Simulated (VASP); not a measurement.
Here is the system:

```
C
1.0
    1.23072    -2.13166     0.00000
    1.23072     2.13166     0.00000
    0.00000     0.00000     7.19296
C
4
Direct
  0.00000   0.00000   0.25000
  0.00000   0.00000   0.75000
  0.33333   0.66667   0.25000
  0.66667   0.33333   0.75000
```

All values below come from r2SCAN+rVV10, VASP's PBE PAW potentials (set 64) (plane waves; VASP). Run with 520 eV cut-off, 9×9×3 Γ-centred mesh, Gaussian smearing of 0.050 eV, potentials C.

Energy and stress use the plane-wave basis of the starting cell.

Question: The ions, cell shape and volume are relaxed. Which structure does the run end with?

Answer: 
```
C
1.0
    1.22878    -2.12831     0.00000
    1.22878     2.12831     0.00000
    0.00000     0.00000     6.62982
C
4
Direct
  0.00000   0.00000   0.25000
  0.00000   0.00000   0.75000
  0.33333   0.66667   0.25000
  0.66667   0.33333   0.75000
```
Space group P6_3/mmc (194), at a tolerance of 0.03 Å.

Question: How do energy and volume change from the first to the last step?

Answer: The energy (σ→0) changes by -7.1 meV/atom and the volume by -8.1 %, in 10 ionic steps.

The compound is C in the graphite structure. This run relaxes it. Symmetry was kept, so distortions that lower it aren't found. The k-mesh is coarse (spacing up to 0.33 per Å, 2π included), so the numbers may not be converged in it.
